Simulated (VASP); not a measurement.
# Adsorption sites of H on Ta(100), part 2 of 6

Where does H sit on Ta(100), and how strongly does it bind?

VASP 6.6.1, plane waves and PAW; the level of theory is named at each step.

So far. Step 3 (The bulk reference, job self-consistent run, k-mesh …): The run ends at a pressure of -0.51 GPa.

## 4. Relaxing the slab

Level of this step: PBE; plane waves and PAW (Ta) (VASP).

System of this step: Ta(100). The cell holds 16 atoms: 16 Ta. Its edges and angles: a = 6.620 Å, b = 6.620 Å, c = 19.965 Å, α = 90.0°, β = 90.0°, γ = 90.0°. It derives from Ta. 4 layers of bcc Ta, cut at this functional's lattice. Vacuum lies along c.

The free atoms relax, while those held by selective dynamics keep their cut positions.

INCAR reads:

```
SYSTEM = Ta
PREC = Normal
ENCUT = 320
EDIFF = 1E-05
NELM = 120
ISMEAR = 1
SIGMA = 0.15
LREAL = Auto
ALGO = Fast
GGA = PE
NBANDS = 56
LASPH = .TRUE.
LORBIT = 11
LWAVE = .FALSE.
LCHARG = .FALSE.
KPAR = 2
NCORE = 2
IBRION = 2
NSW = 40
ISIF = 2
EDIFFG = -0.03
POTIM = 0.4
MAXMIX = 40
IDIPOL = 3
LDIPOL = .TRUE.
DIPOL = 0.5 0.5 0.5
```

POSCAR reads:

```
Ta
1.0
    6.6200000000      0.0000000000      0.0000000000
    0.0000000000      6.6200000000      0.0000000000
    0.0000000000      0.0000000000     19.9650000000
Ta
16
Selective dynamics
Direct
    0.2500000000      0.2500000000      0.3756574000  F F F
    0.7500000000      0.2500000000      0.3756574000  F F F
    0.2500000000      0.7500000000      0.3756574000  F F F
    0.7500000000      0.7500000000      0.3756574000  F F F
    0.0000000000      0.0000000000      0.4585524700  F F F
    0.5000000000      0.0000000000      0.4585524700  F F F
    0.0000000000      0.5000000000      0.4585524700  F F F
    0.5000000000      0.5000000000      0.4585524700  F F F
    0.2500000000      0.2500000000      0.5414475300  T T T
    0.7500000000      0.2500000000      0.5414475300  T T T
    0.2500000000      0.7500000000      0.5414475300  T T T
    0.7500000000      0.7500000000      0.5414475300  T T T
    0.0000000000      0.0000000000      0.6243426000  T T T
    0.5000000000      0.0000000000      0.6243426000  T T T
    0.0000000000      0.5000000000      0.6243426000  T T T
    0.5000000000      0.5000000000      0.6243426000  T T T
```

KPOINTS reads:

```
Automatic mesh
0
Gamma
4 4 1
0 0 0
```

The projector-augmented-wave data sets are Ta (PBE family, release 64).

On the command line:

```sh
$ mpirun -np 4 vasp_std
```

Output:

```text
[banner, memory and clock lines left out]
running    4 mpi-ranks, on    1 nodes
 distrk:  each k-point on    2 cores,    2 groups
 distr:  one band on    2 cores,    1 groups

 POSCAR found type information on POSCAR Ta
 POSCAR found :  1 types and      16 ions
 LDA part: xc-table for (Slater+PW92), standard interpolation
 POSCAR, INCAR and KPOINTS ok, starting setup
 FFT: planning ... GRIDC
 FFT: planning ... GRID_SOFT
 FFT: planning ... GRID
 WAVECAR not read
 entering main loop
       N       E                     dE             d eps       ncg     rms          rms(c)
DAV:   1     0.244265461380E+03    0.24427E+03   -0.19908E+04   672   0.724E+02
DAV:   2    -0.134500998936E+03   -0.37877E+03   -0.34850E+03   968   0.153E+02
DAV:   3    -0.191573738240E+03   -0.57073E+02   -0.54407E+02   824   0.623E+01
DAV:   4    -0.196768308255E+03   -0.51946E+01   -0.50266E+01  1144   0.170E+01
DAV:   5    -0.196932492253E+03   -0.16418E+00   -0.16151E+00  1112   0.311E+00    0.496E+01
RMM:   6    -0.187339176486E+03    0.95933E+01   -0.19503E+02   820   0.243E+01    0.234E+01
RMM:   7    -0.181263476194E+03    0.60757E+01   -0.83834E+01   722   0.200E+01    0.171E+01
RMM:   8    -0.175037466917E+03    0.62260E+01   -0.11053E+01   693   0.991E+00    0.489E+00
RMM:   9    -0.174689453544E+03    0.34801E+00   -0.55524E+00   880   0.476E+00    0.399E+00
RMM:  10    -0.174052698388E+03    0.63676E+00   -0.51369E+00   877   0.372E+00    0.154E+00
RMM:  11    -0.174058285829E+03   -0.55874E-02   -0.67836E-01   933   0.180E+00    0.120E+00
RMM:  12    -0.174035853012E+03    0.22433E-01   -0.13456E-01   771   0.857E-01    0.455E-01
RMM:  13    -0.174033508633E+03    0.23444E-02   -0.70939E-02   912   0.536E-01    0.205E-01
RMM:  14    -0.174036231009E+03   -0.27224E-02   -0.27428E-02   928   0.307E-01    0.154E-01
RMM:  15    -0.174035851618E+03    0.37939E-03   -0.60080E-03   793   0.184E-01    0.697E-02
RMM:  16    -0.174036271366E+03   -0.41975E-03   -0.32066E-03   991   0.103E-01    0.448E-02
RMM:  17    -0.174036405941E+03   -0.13457E-03   -0.93041E-04   990   0.511E-02    0.464E-02
RMM:  18    -0.174036396768E+03    0.91730E-05   -0.42939E-04   837   0.410E-02    0.104E-02
RMM:  19    -0.174036452531E+03   -0.55764E-04   -0.12601E-04   760   0.223E-02    0.771E-03
RMM:  20    -0.174036484401E+03   -0.31870E-04   -0.34929E-05   499   0.136E-02    0.372E-03
RMM:  21    -0.174036494059E+03   -0.96578E-05   -0.12875E-05   430   0.968E-03
   1 F= -.17403649E+03 E0= -.17403659E+03  d E =-.174036E+03
 curvature:   0.00 expect dE= 0.000E+00 dE for cont linesearch  0.000E+00
 trial: gam= 0.00000 g(F)=  0.245E+00 g(S)=  0.000E+00 ort = 0.000E+00 (trialstep = 0.100E+01)
 search vector abs. value=  0.245E+00
 bond charge predicted
       N       E                     dE             d eps       ncg     rms          rms(c)
DAV:   1    -0.174241490911E+03   -0.20501E+00   -0.17882E+01   736   0.134E+01    0.154E+00
RMM:   2    -0.174235753805E+03    0.57371E-02   -0.30785E-01   745   0.142E+00    0.788E-01
RMM:   3    -0.174247602094E+03   -0.11848E-01   -0.18431E-01   868   0.932E-01    0.660E-01
RMM:   4    -0.174234683826E+03    0.12918E-01   -0.10980E-01   831   0.658E-01    0.258E-01
RMM:   5    -0.174233311595E+03    0.13722E-02   -0.14716E-02   779   0.321E-01    0.128E-01
RMM:   6    -0.174234986673E+03   -0.16751E-02   -0.82393E-03   960   0.171E-01    0.818E-02
RMM:   7    -0.174235658426E+03   -0.67175E-03   -0.17366E-03   819   0.926E-02    0.865E-02
RMM:   8    -0.174235907510E+03   -0.24908E-03   -0.13465E-03   886   0.733E-02    0.256E-02
RMM:   9    -0.174236098001E+03   -0.19049E-03   -0.75332E-04   954   0.471E-02    0.257E-02
RMM:  10    -0.174236402296E+03   -0.30429E-03   -0.18808E-04   793   0.301E-02    0.128E-02
RMM:  11    -0.174236466580E+03   -0.64285E-04   -0.46316E-05   559   0.159E-02    0.696E-03
RMM:  12    -0.174236521289E+03   -0.54709E-04   -0.25817E-05   450   0.114E-02    0.525E-03
RMM:  13    -0.174236540149E+03   -0.18859E-04   -0.16107E-05   408   0.100E-02    0.297E-03
RMM:  14    -0.174236542749E+03   -0.26004E-05   -0.60947E-06   396   0.675E-03
   2 F= -.17423654E+03 E0= -.17423656E+03  d E =-.200049E+00
[...]
3 F= -.17436770E+03 E0= -.17437188E+03  d E =-.331205E+00
[...]
4 F= -.17436803E+03 E0= -.17437200E+03  d E =-.331535E+00
[...]
5 F= -.17440495E+03 E0= -.17440922E+03  d E =-.369207E-01
[...]
6 F= -.17446473E+03 E0= -.17446911E+03  d E =-.966998E-01
[...]
7 F= -.17446692E+03 E0= -.17447145E+03  d E =-.988872E-01
 curvature:  -3.43 expect dE=-0.987E-02 dE for cont linesearch -0.270E-05
 trial: gam= 0.00377 g(F)=  0.288E-02 g(S)=  0.000E+00 ort =-0.165E-03 (trialstep = 0.230E+01)
 search vector abs. value=  0.288E-02
 bond charge predicted
       N       E                     dE             d eps       ncg     rms          rms(c)
DAV:   1    -0.174470959972E+03   -0.40449E-02   -0.11020E+00   672   0.335E+00    0.425E-01
RMM:   2    -0.174468904102E+03    0.20559E-02   -0.15549E-02   749   0.343E-01    0.887E-02
RMM:   3    -0.174469596235E+03   -0.69213E-03   -0.10923E-02   895   0.197E-01    0.802E-02
RMM:   4    -0.174469357602E+03    0.23863E-03   -0.22390E-03   745   0.115E-01    0.270E-02
RMM:   5    -0.174469473692E+03   -0.11609E-03   -0.10200E-03   950   0.622E-02    0.448E-02
RMM:   6    -0.174469449299E+03    0.24393E-04   -0.11671E-04   683   0.227E-02    0.350E-02
RMM:   7    -0.174469415259E+03    0.34040E-04   -0.16750E-04   813   0.241E-02    0.124E-02
RMM:   8    -0.174469428601E+03   -0.13342E-04   -0.16248E-05   405   0.119E-02    0.114E-02
RMM:   9    -0.174469431231E+03   -0.26302E-05   -0.40399E-05   504   0.141E-02
   8 F= -.17446943E+03 E0= -.17447431E+03  d E =-.251481E-02
 trial-energy change:   -0.002515  1 .order   -0.002529   -0.006617    0.001559
 step:   1.8619(harm=  1.8619)  dis= 0.00601  next Energy=  -174.469594 (dE=-0.268E-02)
 reached required accuracy - stopping structural energy minimisation
```

The job ended after 2.2 min (4 MPI ranks of Intel Xeon 6975P-C (Granite Rapids), shared host; peak memory 0.94 GiB).

From OUTCAR (step 4):

```text
  LATTYP: Found a simple tetragonal cell.
 ALAT       =     6.6200000000
 C/A-ratio  =     3.0158610272

 Subroutine GETGRP returns: Found 16 space group operations
 (whereof  8 operations were pure point group operations)

The static configuration has the point symmetry C_4v.
 The point group associated with its full space group is D_4h.

 Found      6 irreducible k-points:

   k-points           NKPTS =      6   k-points in BZ     NKDIM =      6   number of bands    NBANDS=     56

   dimension x,y,z NGX =    30 NGY =   30 NGZ =   90
   dimension x,y,z NGXF=    60 NGYF=   60 NGZF=  180

   ENCUT  =  320.0 eV  23.52 Ry    4.85 a.u.   9.66  9.66 29.12*2*pi/ulx,y,z

   NELECT =      80.0000    total number of electrons

 dipolmoment           0.000000      0.000000     -0.050760 electrons x Angstroem

 E-fermi :  -0.3785

 k-point     1 :       0.0000    0.0000    0.0000
  band No.  band energies     occupation
    ...
     35      -0.5211      2.03840
     36      -0.5094      2.01278
     37      -0.5094      2.01278
     38      -0.4207      1.45594
     39      -0.3894      1.12263
     40      -0.3109      0.31656
     41      -0.3109      0.31655
     42      -0.2479     -0.01179
     43      -0.2479     -0.01179
     44      -0.0641     -0.01159
    ...

 k-point     2 :       0.2500    0.0000    0.0000
  band No.  band energies     occupation
    ...
     36      -0.6784      2.01600
     37      -0.6380      2.03448
     38      -0.5546      2.07007
     39      -0.4063      1.30768
     40      -0.3779      0.99368
     41      -0.3289      0.47274
     42      -0.2422     -0.02564
     43      -0.0743     -0.01461
     44       0.0193     -0.00114
     45       0.0694     -0.00020
    ...

  Total      -19.9254876    -19.9254876     -6.3513320      0.0000000      0.0000000      0.0000000
  in kB      -36.4866715    -36.4866715    -11.6302783      0.0000000      0.0000000      0.0000000
  external PRESSURE =     -28.2012071 kB  Pullay stress =       0.0000000 kB

  energy-cutoff  :      320.00
  volume of cell :      874.95
      direct lattice vectors                 reciprocal lattice vectors
     6.620000000  0.000000000  0.000000000     0.151057402  0.000000000  0.000000000
     0.000000000  6.620000000  0.000000000     0.000000000  0.151057402  0.000000000
     0.000000000  0.000000000 19.965000000     0.000000000  0.000000000  0.050087653

 POSITION                                       TOTAL-FORCE (eV/Angst)
 -----------------------------------------------------------------------------------
      1.65500      1.65500      7.50000        -0.000000     -0.000000      0.856637
      4.96500      1.65500      7.50000        -0.000000     -0.000000      0.856637
      1.65500      4.96500      7.50000        -0.000000     -0.000000      0.856637
      4.96500      4.96500      7.50000        -0.000000     -0.000000      0.856637
      0.00000      0.00000      9.15500        -0.000000      0.000000     -0.865498
      3.31000      0.00000      9.15500        -0.000000      0.000000     -0.865498
      0.00000      3.31000      9.15500         0.000000     -0.000000     -0.865498
      3.31000      3.31000      9.15500        -0.000000      0.000000     -0.865498
      1.65500      1.65500     10.80029        -0.000000      0.000000      0.026790
      4.96500      1.65500     10.80029        -0.000000      0.000000      0.026790
      1.65500      4.96500     10.80029        -0.000000     -0.000000      0.026790
      4.96500      4.96500     10.80029        -0.000000     -0.000000      0.026790
      0.00000      0.00000     12.27561        -0.000000     -0.000000     -0.017929
      3.31000      0.00000     12.27561         0.000000      0.000000     -0.017929
      0.00000      3.31000     12.27561        -0.000000     -0.000000     -0.017929
      3.31000      3.31000     12.27561         0.000000      0.000000     -0.017929
 -----------------------------------------------------------------------------------
    total drift:                                0.000000     -0.000000     -0.021179

  FREE ENERGIE OF THE ION-ELECTRON SYSTEM (eV)
  ---------------------------------------------------
  free  energy   TOTEN  =      -174.4694312309 eV

  energy  without entropy=     -174.4840679272  energy(sigma->0) =     -174.47431013

 vacuum level on the upper side and lower side of the slab         3.152         3.343

 total charge
# of ion       s       p       d       tot
------------------------------------------
    1        0.691   0.461   3.001   4.152
    2        0.691   0.461   3.001   4.152
    3        0.691   0.461   3.001   4.152
    4        0.691   0.461   3.001   4.152
    5        0.710   0.751   3.301   4.763
    6        0.710   0.751   3.301   4.763
    7        0.710   0.751   3.301   4.763
    8        0.710   0.751   3.301   4.763
    9        0.728   0.743   3.472   4.943
   10        0.728   0.743   3.472   4.943
   11        0.728   0.743   3.472   4.943
   12        0.728   0.743   3.472   4.943
   13        0.729   0.497   3.137   4.363
   14        0.729   0.497   3.137   4.363
   15        0.729   0.497   3.137   4.363
   16        0.729   0.497   3.137   4.363
--------------------------------------------------
tot         11.432   9.805  51.646  72.883

[... 1 part as in an earlier step ...]

[... 7 further parts left out ...]
```

CONTCAR:

```
Ta
   1.00000000000000
     6.6200000000000001    0.0000000000000000    0.0000000000000000
     0.0000000000000000    6.6200000000000001    0.0000000000000000
     0.0000000000000000    0.0000000000000000   19.9649999999999999
  Ta
    16
Selective dynamics
Direct
     0.2500000000000000    0.2500000000000000    0.3756574000000015   F   F   F
     0.7500000000000000    0.2500000000000000    0.3756574000000015   F   F   F
     0.2500000000000000    0.7500000000000000    0.3756574000000015   F   F   F
     0.7500000000000000    0.7500000000000000    0.3756574000000015   F   F   F
     0.0000000000000000    0.0000000000000000    0.4585524700000008   F   F   F
     0.5000000000000000    0.0000000000000000    0.4585524700000008   F   F   F
     0.0000000000000000    0.5000000000000000    0.4585524700000008   F   F   F
     0.5000000000000000    0.5000000000000000    0.4585524700000008   F   F   F
     0.2500000000000000    0.2500000000000000    0.5409614158215269   T   T   T
     0.7500000000000000    0.2500000000000000    0.5409614158215269   T   T   T
     0.2500000000000000    0.7500000000000000    0.5409614158215269   T   T   T
     0.7500000000000000    0.7500000000000000    0.5409614158215269   T   T   T
     0.0000000000000000    0.0000000000000000    0.6148567323947022   T   T   T
     0.5000000000000000    0.0000000000000000    0.6148567323947022   T   T   T
     0.0000000000000000    0.5000000000000000    0.6148567323947022   T   T   T
     0.5000000000000000    0.5000000000000000    0.6148567323947022   T   T   T
```

The run keeps the 8 symmetry operations of its start, so it cannot find a distortion of lower symmetry.

The steps of the relaxation:

```csv
step,energy less that of the first step (eV),largest force (eV/Å)
1,0.0000,1.0584
2,-0.2000,0.7701
3,-0.3312,0.4117
4,-0.3315,0.3685
5,-0.3685,0.3135
6,-0.4282,0.1466
7,-0.4304,0.1067
8,-0.4329,0.0268
```

The atoms that moved most (Å):

```csv
atom,dx,dy,dz,length
Ta13,0.000,0.000,-0.189,0.189
Ta14,0.000,0.000,-0.189,0.189
Ta15,0.000,0.000,-0.189,0.189
Ta16,0.000,0.000,-0.189,0.189
Ta9,0.000,0.000,-0.010,0.010
Ta10,0.000,0.000,-0.010,0.010
Ta11,0.000,0.000,-0.010,0.010
Ta12,0.000,0.000,-0.010,0.010
```

Final coordinates:

```xyz
16
Lattice="6.6200 0.0000 0.0000 0.0000 6.6200 0.0000 0.0000 0.0000 19.9650" Properties=species:S:1:pos:R:3
Ta    1.6550    1.6550    7.5000
Ta    4.9650    1.6550    7.5000
Ta    1.6550    4.9650    7.5000
Ta    4.9650    4.9650    7.5000
Ta    0.0000    0.0000    9.1550
Ta    3.3100    0.0000    9.1550
Ta    0.0000    3.3100    9.1550
Ta    3.3100    3.3100    9.1550
Ta    1.6550    1.6550   10.8003
Ta    4.9650    1.6550   10.8003
Ta    1.6550    4.9650   10.8003
Ta    4.9650    4.9650   10.8003
Ta    0.0000    0.0000   12.2756
Ta    3.3100    0.0000   12.2756
Ta    0.0000    3.3100   12.2756
Ta    3.3100    3.3100   12.2756
```

This step gave:

| Item | Value |
| --- | --- |
| electronic cycles | 87 |
| electrons | 80 |
| free energy (TOTEN) | -174.4694 eV |
| energy at zero smearing | -174.4743 eV |
| Fermi energy | -0.3785 eV |
| dipole moment | 0, 0, -0.05076 e·Å |

The run ended after 8 ionic steps, 0.433 eV below its first step, once the forces on the free atoms met EDIFFG = -0.03.

VASP counts the dipole in electrons times Å, so a positive number points the physical dipole along −c.

(Part 2 of 6 ends here.)

[Lines on the potential files, build, host, timing and source positions are cut from VASP's logs without a mark.]

[Logs are printed without paths, hosts, clocks, repeated set-up lines and the standing remarks that a program may print on its own settings, such as how far it seeks lower states.]

[Hosts, paths, dates, database ids (printed as entryN), source tags and the programs' standing remarks are cut or masked in the printed files.]

[Runs that stopped without an error message from VASP are left out.]
